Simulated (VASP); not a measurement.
Data:

```xyz
12
Lattice="5.0368 0.0000 0.0000 0.0000 5.0368 0.0000 0.0000 0.0000 7.0244" Properties=species:S:1:pos:R:3 pbc="T T T"
Si     1.5007     1.5007     0.0000
Si     4.0191     1.0177     5.2683
Si     1.0177     4.0191     1.7561
Si     3.5361     3.5361     3.5122
O      1.2066     0.5087     1.2474
O      3.7250     2.0097     4.0209
O      1.3119     3.0271     0.5087
O      3.8303     4.5281     4.7596
O      4.5281     3.8303     2.2648
O      2.0097     3.7250     3.0035
O      3.0271     1.3119     6.5157
O      0.5087     1.2066     5.7770
```

Method: PBEsol GGA, VASP's PBE PAW potentials (set 64) (plane waves; VASP). Settings: 520 eV cut-off, Gaussian smearing of 0.050 eV, potentials Si O.

Problem. Give the energies of bands 21 to 34 at the high-symmetry points, in eV from the valence-band maximum.

Solution. 
```tsv
band	Γ	X	M	Z	R	A
21	-2.29	-2.22	-2.48	-2.07	-2.22	-2.22
22	-2.03	-2.22	-2.48	-2.07	-2.22	-2.22
23	-1.82	-1.98	-2.29	-1.92	-1.95	-2.22
24	-1.78	-1.98	-2.29	-1.92	-1.95	-2.22
25	-1.78	-1.61	-1.34	-1.92	-1.73	-1.34
26	-1.30	-1.61	-1.34	-1.92	-1.73	-1.34
27	-1.30	-1.02	-1.33	-0.78	-0.98	-1.34
28	-1.19	-1.02	-1.33	-0.78	-0.98	-1.34
29	-0.67	-0.64	-0.59	-0.51	-0.93	-0.64
30	-0.27	-0.64	-0.59	-0.51	-0.93	-0.64
31	-0.27	-0.47	-0.55	-0.39	-0.17	-0.64
32	0.00	-0.47	-0.55	-0.39	-0.17	-0.64
33	5.56	7.55	8.53	6.78	7.79	9.04
34	8.62	7.55	8.53	6.78	7.79	9.04
```

The gap is direct, 5.56 eV, from the valence maximum at Γ to the conduction minimum at Γ.

The compound is SiO2 in the cristobalite structure. It was relaxed first, which changed the volume by +5 %.
